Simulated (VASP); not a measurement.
Here is the system:

```
CELL_PARAMETERS angstrom
      0.00000     3.08837     3.08837
      3.08837     0.00000     3.08837
      3.08837     3.08837     0.00000
ATOMIC_POSITIONS crystal
  Ga 0.00000 0.00000 0.00000
  Sb 0.25000 0.25000 0.25000
```

Method: rev-vdW-DF2, VASP's PBE PAW potentials (set 64) (plane waves; VASP). Numerical set-up: 520 eV cut-off, 12×12×12 Γ-centred mesh, tetrahedra with Blöchl corrections, potentials Ga_d Sb.

Unless said otherwise, spin-orbit coupling is left out, though it shifts the bands of the heavy elements here.

### Question
What does the run give for the energy per atom (σ→0), band gap (on the k-mesh) with the smallest direct gap where there is one?

### Answer

```yaml
band gap (on the k-mesh): none (metal, semimetal or under 0.01 eV)
energy per atom (σ→0): -1.309 eV/atom
```

The absolute energy has meaning only against runs of the same code, potentials and settings.

The compound is GaSb in the zinc blende structure. It was relaxed first.
